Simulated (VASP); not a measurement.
Calculation: RPBE GGA, VASP's PBE PAW potentials (set 64) (plane waves; VASP).

VASP ran on this input.

### INCAR
```
ISIF  =  2   ! forces and stress, cell fixed
LMAXMIX  =  4   ! l cut-off of mixed one-centre charges
ISMEAR  =  1   ! Methfessel-Paxton
ALGO  =  Normal
SYSTEM  =  Ba
LWAVE  =  .FALSE.
NELM  =  100   ! most electronic steps
EDIFF  =  1E-7
LREAL  =  .FALSE.
GGA  =  RP   ! RPBE
LCHARG  =  .FALSE.
LASPH  =  .TRUE.   ! aspherical one-centre terms
PREC  =  Accurate
SIGMA  =  0.1
ENCUT  =  520
```

**POSCAR**
```
Ba
1
   -2.5552136155     2.5552136155     2.5552136155
    2.5552136155    -2.5552136155     2.5552136155
    2.5552136155     2.5552136155    -2.5552136155
Ba
1
Direct
  0.0000000000   0.0000000000   0.0000000000
```

### KPOINTS
```
Automatic mesh
0
Gamma
10 10 10
0 0 0
```

POTCAR, in this order: Ba_sv (PBE.64 set). Program: vasp_std.

Output of the run:

### OUTCAR
```
 ion  position               nearest neighbor table
   1  0.000  0.000  0.000-
  LATTYP: Found a body centered cubic cell.
 ALAT       =     5.1104272310
 Subroutine PRICEL returns:
 Original cell was already a primitive cell.
 Subroutine GETGRP returns: Found 48 space group operations
The static configuration has the point symmetry O_h .
The dynamic configuration has the point symmetry O_h .
 Subroutine INISYM returns: Found 48 space group operations
 Subroutine IBZKPT returns following result:
 Found     47 irreducible k-points:

 Following reciprocal coordinates:
            Coordinates               Weight
  0.000000  0.000000  0.000000      1.000000
  0.100000  0.000000  0.000000     12.000000
  0.200000  0.000000  0.000000     12.000000
  0.300000  0.000000  0.000000     12.000000
  0.400000  0.000000  0.000000     12.000000
  0.500000  0.000000  0.000000      6.000000
  0.100000  0.100000  0.000000     24.000000
  0.200000  0.100000 -0.000000     48.000000
  0.300000  0.100000  0.000000     48.000000
  0.400000  0.100000 -0.000000     48.000000
...
```

### OSZICAR
```
       N       E                     dE             d eps       ncg     rms          rms(c)
DAV:   1     0.568070389892E+02    0.56807E+02   -0.42267E+03   846   0.906E+02
DAV:   2     0.643791955581E+00   -0.56163E+02   -0.55511E+02  1027   0.150E+02
DAV:   3    -0.162954775787E+01   -0.22733E+01   -0.22648E+01  1050   0.352E+01
DAV:   4    -0.167782484307E+01   -0.48277E-01   -0.48182E-01  1391   0.446E+00
DAV:   5    -0.167820727204E+01   -0.38243E-03   -0.38238E-03  1205   0.262E-01    0.155E+00
DAV:   6    -0.168099496400E+01   -0.27877E-02   -0.35480E-03  1099   0.694E-01    0.935E-01
DAV:   7    -0.168429572910E+01   -0.33008E-02   -0.10221E-02   964   0.130E+00    0.536E-02
DAV:   8    -0.168458355739E+01   -0.28783E-03   -0.46418E-04  1280   0.193E-01    0.264E-02
DAV:   9    -0.168460413858E+01   -0.20581E-04   -0.16865E-05  1221   0.338E-02    0.935E-03
DAV:  10    -0.168460925703E+01   -0.51185E-05   -0.13132E-05  1008   0.322E-02    0.115E-03
DAV:  11    -0.168460920527E+01    0.51765E-07   -0.64893E-07  1425   0.534E-03
   1 F= -.16846092E+01 E0= -.16846214E+01  d E =0.365696E-04
```

File OUTCAR:
```
------------------------ aborting loop because EDIFF is reached ----------------------------------------
  FORCE on cell =-STRESS in cart. coord.  units (eV):
  Direction    XX          YY          ZZ          XY          YZ          ZX
  --------------------------------------------------------------------------------------
  Total        0.1038955      0.1038955      0.1038955     -0.0000000      0.0000000      0.0000000
  in kB        2.4943968      2.4943968      2.4943968     -0.0000000      0.0000000      0.0000000
  external PRESSURE =       2.4943968 kB  Pullay stress =       0.0000000 kB
  volume of cell :       66.73
      direct lattice vectors                 reciprocal lattice vectors
    -2.555213616  2.555213616  2.555213616     0.000000000  0.195678356  0.195678356
     2.555213616 -2.555213616  2.555213616     0.195678356  0.000000000  0.195678356
     2.555213616  2.555213616 -2.555213616     0.195678356  0.195678356  0.000000000
 POSITION                                       TOTAL-FORCE (eV/Angst)
 -----------------------------------------------------------------------------------
      0.00000      0.00000      0.00000         0.000000      0.000000     -0.000000
 -----------------------------------------------------------------------------------
    total drift:                               -0.000000      0.000000      0.000000
  FREE ENERGIE OF THE ION-ELECTRON SYSTEM (eV)
  ---------------------------------------------------
  free  energy   TOTEN  =        -1.6846092053 eV

  energy  without entropy=       -1.6846457748  energy(sigma->0) =       -1.68462140
```
(Selected blocks of OUTCAR.)

**OUTCAR**
```
 val. band max:        1.5541765029   @ k =   0.3000   0.3000   0.0000

 cond. band min:       1.5773552188   @ k =  -0.4000  -0.4000   0.1000


 Fermi energy:         1.5563313444

 k-point     1 :       0.0000    0.0000    0.0000
  band No.  band energies     occupation
      1     -27.4526      2.00000
      2     -12.4445      2.00000
      3     -12.4445      2.00000
      4     -12.4445      2.00000
      5      -1.1344      2.00000
      6       3.3730     -0.00000
      7       3.3730     -0.00000
      8       3.3730     -0.00000
      9       4.6682      0.00000

 k-point     2 :       0.1000    0.0000    0.0000
  band No.  band energies     occupation
      1     -27.4495      2.00000
      2     -12.4824      2.00000
      3     -12.4564      2.00000
      4     -12.4447      2.00000
      5      -0.9613      2.00000
      6       3.2314     -0.00000
      7       3.2861     -0.00000
      8       3.5496     -0.00000
      9       4.4635      0.00000

 k-point     3 :       0.2000    0.0000    0.0000
  band No.  band energies     occupation
      1     -27.4412      2.00000
      2     -12.5793      2.00000
      3     -12.4871      2.00000
      4     -12.4452      2.00000
      5      -0.4871      2.00000
      6       2.9147     -0.00000
      7       2.9239     -0.00000
      8       4.0666      0.00000
      9       4.3731      0.00000

 k-point     4 :       0.3000    0.0000    0.0000
  band No.  band energies     occupation
      1     -27.4310      2.00000
      2     -12.6947      2.00000
      3     -12.5246      2.00000
      4     -12.4458      2.00000
      5       0.1348      2.00000
      6       2.5327     -0.00000
      7       2.5942     -0.00000
      8       4.5467      0.00000
      9       4.8202      0.00000

 k-point     5 :       0.4000    0.0000    0.0000
  band No.  band energies     occupation
      1     -27.4227      2.00000
      2     -12.7848      2.00000
      3     -12.5545      2.00000
...
```

Unless said otherwise, spin-orbit coupling is left out, though it shifts the bands of the heavy elements here.

The compound is Ba in the bcc structure. This cell is one point of a volume scan, at 0.97 of the reference volume.
